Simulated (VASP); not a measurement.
Here is the system:

```
CELL_PARAMETERS angstrom
      0.00000     3.15024     3.15024
      3.15024     0.00000     3.15024
      3.15024     3.15024     0.00000
ATOMIC_POSITIONS crystal
  In 0.00000 0.00000 0.00000
  As 0.25000 0.25000 0.25000
```

Calculation: optB88-vdW, VASP's PBE PAW potentials (set 64) (plane waves; VASP). Run with 520 eV cut-off, 10×10×10 Γ-centred mesh, first-order Methfessel-Paxton smearing of 0.10 eV, potentials In_d As.

The job: InAs (zinc blende), 2 atoms, optB88-vdW, static run, 520 eV, 10×10×10 Γ-centred mesh. Roughly how much core time does it take on a busy server core?

About 60 core-seconds (one run on a shared machine, a rough figure). It had 47 irreducible k-points, 13 bands, up to 1705 plane waves and 14 electronic steps.

The compound is InAs in the zinc blende structure. This cell is one point of a volume scan, at 1.06 of the reference volume.
